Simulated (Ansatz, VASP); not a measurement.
# BaZn: VASP beside Ansatz, part 2 of 2

Wanted: the spread between two codes on one cell, functional and k mesh. The cell is taken from a series of runs on this material, whose earlier steps may have relaxed, scaled, displaced or heated it; both programs get it as it stands.

VASP 6.6.1 and Ansatz 0.2.0.

So far: The structure; Ansatz: zone-centre phonons, PBEsol.

### Step 3. VASP: zone-centre phonons, PBEsol

Level of this step: PBEsol; plane waves and PAW (Ba_sv, Zn) (VASP).

The same cell, functional, mesh and smearing now go to VASP, with its own data sets.

Lines of VASP's logs that name or quote its potential files are left out, and so is its time.

Input file INCAR:

```
SYSTEM = BaZn
PREC = Accurate
ENCUT = 500
EDIFF = 1E-08
NELM = 120
ISMEAR = 1
SIGMA = 0.2
LREAL = .FALSE.
ALGO = Normal
GGA = PS
NBANDS = 17
LORBIT = 11
LWAVE = .FALSE.
LCHARG = .FALSE.
ISIF = 2
IBRION = 8
LASPH = .TRUE.
GGA_COMPAT = .FALSE.
KPAR = 2
```

Input file POSCAR:

```
BaZn
1.0
    3.9906826975      0.0000000000      0.0000000000
    0.0000000000      3.9906826975      0.0000000000
    0.0000000000      0.0000000000      3.9906826975
Ba Zn
1 1
Direct
    0.0000000000      0.0000000000      0.0000000000
    0.5000000000      0.5000000000      0.5000000000
```

Input file KPOINTS:

```
Automatic mesh
0
Gamma
12 12 12
0 0 0
```

Potentials, in the order of the species: Ba_sv and Zn (PBE family, release 64).

Command:

```
> mpirun -np 2 vasp_std
```

Numbers of over 12 decimals in the logs are rounded to 6 here.

What it wrote:

```text
[banner, memory and clock lines left out]
running    2 mpi-ranks, on    1 nodes
 distrk:  each k-point on    1 cores,    2 groups
 distr:  one band on    1 cores,    1 groups

 POSCAR found type information on POSCAR BaZn
 POSCAR found :  2 types and       2 ions
|                                                                             |
|               ----> ADVICE to this user running VASP <----                  |
|                                                                             |
|     You enforced a specific xc type in the INCAR file but a different       |
|     [... a line on the potential file left out ...]
|     I HOPE YOU KNOW WHAT YOU ARE DOING!                                     |
|                                                                             |

 LDA part: xc-table for (Slater+PW92), standard interpolation
 POSCAR, INCAR and KPOINTS ok, starting setup
 FFT: planning ... GRIDC
 FFT: planning ... GRID_SOFT
 FFT: planning ... GRID
 WAVECAR not read
 entering main loop
       N       E                     dE             d eps       ncg     rms          rms(c)
DAV:   1     0.131303338948E+03    0.13130E+03   -0.10164E+04  2856   0.133E+03
DAV:   2     0.447291834951E+01   -0.12683E+03   -0.12268E+03  3412   0.269E+02
DAV:   3    -0.398692568382E+01   -0.84598E+01   -0.83375E+01  3439   0.729E+01
DAV:   4    -0.415544119648E+01   -0.16852E+00   -0.16836E+00  3986   0.881E+00
DAV:   5    -0.415784706886E+01   -0.24059E-02   -0.24048E-02  3646   0.858E-01    0.388E+00
DAV:   6    -0.398335783464E+01    0.17449E+00   -0.11566E+00  2990   0.126E+01    0.207E+00
DAV:   7    -0.397019211984E+01    0.13166E-01   -0.69408E-02  3233   0.320E+00    0.116E+00
DAV:   8    -0.396614623753E+01    0.40459E-02   -0.93788E-03  3458   0.811E-01    0.109E-01
DAV:   9    -0.396610182143E+01    0.44416E-04   -0.70770E-04  3552   0.268E-01    0.395E-02
DAV:  10    -0.396611753949E+01   -0.15718E-04   -0.86375E-05  3810   0.630E-02    0.819E-03
DAV:  11    -0.396611910180E+01   -0.15623E-05   -0.61706E-06  3248   0.263E-02    0.222E-03
DAV:  12    -0.396611894400E+01    0.15780E-06   -0.12389E-06  3981   0.108E-02    0.953E-04
DAV:  13    -0.396611878989E+01    0.15411E-06   -0.45280E-08  3259   0.184E-03    0.617E-04
DAV:  14    -0.396611873406E+01    0.55828E-07   -0.45744E-09  1751   0.710E-04    0.373E-05
DAV:  15    -0.396611873099E+01    0.30718E-08   -0.58907E-10  1643   0.174E-04
   1 F= -.39661187E+01 E0= -.39659186E+01  d E =-.600298E-03
 Linear response reoptimize wavefunctions to high precision
DAV:   1    -0.396611873287E+01   -0.18817E-08   -0.12050E-10  1704   0.787E-05
DAV:   2    -0.396611873288E+01   -0.13642E-10   -0.23116E-11  1582   0.266E-05
 Linear response DOF=           2
 Linear response progress:
  Degree of freedom:   1/  2
       N       E                     dE             d eps       ncg     rms          rms(c)
RMM:   1    -0.194096113450E+00   -0.19410E+00    0.32840E-01 12548   0.232E+00
RMM:   2    -0.200083572456E+00   -0.59875E-02   -0.36299E-02 11921   0.579E-01    0.671E-02
RMM:   3    -0.200495399969E+00   -0.41183E-03   -0.95911E-04 12502   0.152E-01    0.395E-02
RMM:   4    -0.200559389822E+00   -0.63990E-04   -0.16515E-04 12633   0.668E-02    0.963E-03
RMM:   5    -0.200646518298E+00   -0.87128E-04   -0.28697E-05 14286   0.180E-02    0.373E-03
RMM:   6    -0.200695528695E+00   -0.49010E-04   -0.58334E-06 13983   0.683E-03    0.472E-04
RMM:   7    -0.200696214158E+00   -0.68546E-06   -0.10885E-06 13781   0.260E-03    0.233E-04
RMM:   8    -0.200694438066E+00    0.17761E-05   -0.24595E-07 13995   0.119E-03    0.737E-05
RMM:   9    -0.200695246583E+00   -0.80852E-06   -0.97311E-08 15163   0.500E-04    0.291E-05
RMM:  10    -0.200695535147E+00   -0.28856E-06   -0.52435E-08 14436   0.253E-04    0.123E-05
RMM:  11    -0.200695552659E+00   -0.17512E-07   -0.35698E-08 15043   0.145E-04    0.832E-06
RMM:  12    -0.200695571426E+00   -0.18767E-07   -0.26798E-08 14089   0.104E-04    0.169E-05
RMM:  13    -0.200695580624E+00   -0.91975E-08   -0.18190E-08 14030   0.813E-05    0.998E-06
 first order change of Fermi-energy   0.87140E-04
 force on displaced ion       1 direction 1 :  -1.864  -0.000   0.000
 Linear response progress:
  Degree of freedom:   2/  2
       N       E                     dE             d eps       ncg     rms          rms(c)
RMM:   1    -0.211346895225E+00   -0.21135E+00   -0.33278E-02  9271   0.148E+00
RMM:   2    -0.210871219153E+00    0.47568E-03   -0.12983E-03 10489   0.187E-01    0.235E-02
RMM:   3    -0.210852509614E+00    0.18710E-04   -0.79623E-05 12094   0.376E-02    0.147E-02
RMM:   4    -0.210835225935E+00    0.17284E-04   -0.17584E-05 12010   0.253E-02    0.187E-03
RMM:   5    -0.210839485956E+00   -0.42600E-05   -0.36756E-06 13760   0.626E-03    0.123E-03
RMM:   6    -0.210841004048E+00   -0.15181E-05   -0.61402E-07 12996   0.331E-03    0.330E-04
RMM:   7    -0.210838515412E+00    0.24886E-05   -0.15694E-07 13569   0.119E-03    0.206E-04
RMM:   8    -0.210836622763E+00    0.18926E-05   -0.41768E-08 13895   0.565E-04    0.342E-05
RMM:   9    -0.210836584835E+00    0.37928E-07    0.86897E-08 14960   0.241E-04    0.214E-05
RMM:  10    -0.210836382571E+00    0.20226E-06    0.15233E-07 14799   0.138E-04    0.906E-06
RMM:  11    -0.210836373345E+00    0.92253E-08    0.14526E-07 14612   0.893E-05    0.464E-06
RMM:  12    -0.210836383439E+00   -0.10093E-07    0.10299E-07 14218   0.696E-05    0.201E-06
RMM:  13    -0.210836381007E+00    0.24314E-08    0.66884E-08 12879   0.586E-05    0.163E-06
 first order change of Fermi-energy  -0.14065E-03
 force on displaced ion       2 direction 1 :  -1.985  -0.000  -0.000
 Linear response finished
```

Parts of OUTCAR (step 3):

```text
ion  position               nearest neighbor table
   1  0.000  0.000  0.000-   2 3.46   2 3.46   2 3.46   2 3.46   2 3.46   2 3.46   2 3.46   2 3.46

  LATTYP: Found a simple cubic cell.
 ALAT       =     3.9906826975

 Subroutine GETGRP returns: Found 48 space group operations
 (whereof 48 operations were pure point group operations)

The static configuration has the point symmetry O_h .

 Found     84 irreducible k-points:

   k-points           NKPTS =     84   k-points in BZ     NKDIM =     84   number of bands    NBANDS=     17

   dimension x,y,z NGX =    30 NGY =   30 NGZ =   30
   dimension x,y,z NGXF=    60 NGYF=   60 NGZF=   60

   ENCUT  =  500.0 eV  36.75 Ry    6.06 a.u.   7.28  7.28  7.28*2*pi/ulx,y,z

   NELECT =      22.0000    total number of electrons

 k-points in reciprocal lattice and weights: Automatic mesh
   0.00000000  0.00000000  0.00000000       0.001
   0.08333333  0.00000000  0.00000000       0.003
   0.16666667  0.00000000  0.00000000       0.003
   0.25000000  0.00000000  0.00000000       0.003
   0.33333333  0.00000000  0.00000000       0.003
   0.41666667  0.00000000  0.00000000       0.003
   0.50000000  0.00000000  0.00000000       0.002
   0.08333333  0.08333333  0.00000000       0.007
   0.16666667  0.08333333  0.00000000       0.014
[...]
0.50000000  0.50000000  0.41666667       0.003
   0.50000000  0.50000000  0.50000000       0.001

 average (electrostatic) potential at core
       1 -37.7628       2 -36.8906

  Total        0.1597741      0.1597741      0.1597741     -0.0000000     -0.0000000      0.0000000
  in kB        4.0278684      4.0278684      4.0278684     -0.0000000     -0.0000000      0.0000000
  external PRESSURE =       4.0278684 kB  Pullay stress =       0.0000000 kB

  energy-cutoff  :      500.00
  volume of cell :       63.55
      direct lattice vectors                 reciprocal lattice vectors
     3.990682698  0.000000000  0.000000000     0.250583691  0.000000000  0.000000000
     0.000000000  3.990682698  0.000000000     0.000000000  0.250583691  0.000000000
     0.000000000  0.000000000  3.990682698     0.000000000  0.000000000  0.250583691

 POSITION                                       TOTAL-FORCE (eV/Angst)
 -----------------------------------------------------------------------------------
      0.00000      0.00000      0.00000         0.000000      0.000000      0.000000
      1.99534      1.99534      1.99534         0.000000      0.000000      0.000000
 -----------------------------------------------------------------------------------
    total drift:                                0.000000      0.000000      0.000000

 Eigenvectors and eigenvalues of the dynamical matrix
 ----------------------------------------------------

   1 f  =    3.276699 THz    20.588109 2PiTHz  109.298924 cm-1    13.551333 meV
             X         Y         Z           dx          dy          dz
      0.000000  0.000000  0.000000     0.000000    0.555958    0.000000
      1.995341  1.995341  1.995341    -0.000000   -0.831211    0.000000

   2 f  =    3.276699 THz    20.588109 2PiTHz  109.298924 cm-1    13.551333 meV
             X         Y         Z           dx          dy          dz
      0.000000  0.000000  0.000000    -0.000000    0.000000   -0.555958
      1.995341  1.995341  1.995341    -0.000000    0.000000    0.831211

   3 f  =    3.276699 THz    20.588109 2PiTHz  109.298924 cm-1    13.551333 meV
             X         Y         Z           dx          dy          dz
      0.000000  0.000000  0.000000    -0.555958    0.000000   -0.000000
      1.995341  1.995341  1.995341     0.831211   -0.000000    0.000000

   4 f/i=    0.047512 THz     0.298527 2PiTHz    1.584831 cm-1     0.196494 meV
             X         Y         Z           dx          dy          dz
      0.000000  0.000000  0.000000    -0.792766   -0.249867    0.000000
      1.995341  1.995341  1.995341    -0.530244   -0.167124    0.000000

   5 f/i=    0.047512 THz     0.298527 2PiTHz    1.584831 cm-1     0.196494 meV
             X         Y         Z           dx          dy          dz
      0.000000  0.000000  0.000000     0.000000   -0.000000    0.831211
      1.995341  1.995341  1.995341     0.000000    0.000000    0.555958

   6 f/i=    0.047512 THz     0.298527 2PiTHz    1.584831 cm-1     0.196494 meV
             X         Y         Z           dx          dy          dz
      0.000000  0.000000  0.000000    -0.249867    0.792766    0.000000
      1.995341  1.995341  1.995341    -0.167124    0.530244    0.000000

 ELASTIC MODULI CONTR FROM IONIC RELAXATION (kBar)
 Direction    XX          YY          ZZ          XY          YZ          ZX
 --------------------------------------------------------------------------------
 XX           0.0000      0.0000      0.0000      0.0000      0.0000      0.0000
 YY           0.0000      0.0000      0.0000      0.0000      0.0000      0.0000
 ZZ           0.0000      0.0000      0.0000      0.0000      0.0000      0.0000
 XY           0.0000      0.0000      0.0000      0.0000      0.0000      0.0000
 YZ           0.0000      0.0000      0.0000      0.0000      0.0000      0.0000
 ZX           0.0000      0.0000      0.0000      0.0000      0.0000      0.0000
 --------------------------------------------------------------------------------
```

Harder data sets than Ba_sv exist (the GW ones), and pressures, volumes and forces can shift noticeably with them.

### Step 4. Side by side

Known differences besides the potentials themselves: the cutoff is 420 eV in Ansatz and 500 eV in VASP; Ansatz makes its cores anew for this functional, VASP keeps those of its PBE data sets. Total energies have different zeros and are not compared.

Both answers:

| quantity | Ansatz | VASP | difference |
| --- | --- | --- | --- |
| optical mode 1 to 3 (cm⁻¹) | 105.4 | 109.3 | -3.56 % |

Modes are paired by rising frequency, not by their patterns, so a pair may set unlike modes beside each other; they are those without the splitting of longitudinal modes.

### Step 5. What came out

| Item | Value |
| --- | --- |
| r.m.s. difference of the optical zone-centre modes, each program's sorted by frequency (zone-centre phonons, PBEsol) | 3.9 cm⁻¹ |
| difference in optical mode 1 to 3 (zone-centre phonons, PBEsol) | -3.6 % |

**Reading.** The r.m.s. difference of the optical zone-centre modes, each program's sorted by frequency is 3.9 cm⁻¹ (zone-centre phonons, PBEsol). Among the rows given in per cent, the largest difference of the zone-centre phonons, PBEsol pair is in optical mode 1 to 3, -3.6 %. 2 further runs of this series are not shown here. How closely two codes agree says nothing of how well the functional describes the real material.

[Lines on the potential files, build, host, timing and source positions are cut from VASP's logs without a mark.]

[Logs are printed without paths, hosts, clocks, repeated set-up lines and the standing remarks that a program may print on its own settings, such as how far it seeks lower states.]

[Hosts, paths, dates, database ids (printed as entryN), source tags and the programs' standing remarks are cut or masked in the printed files.]
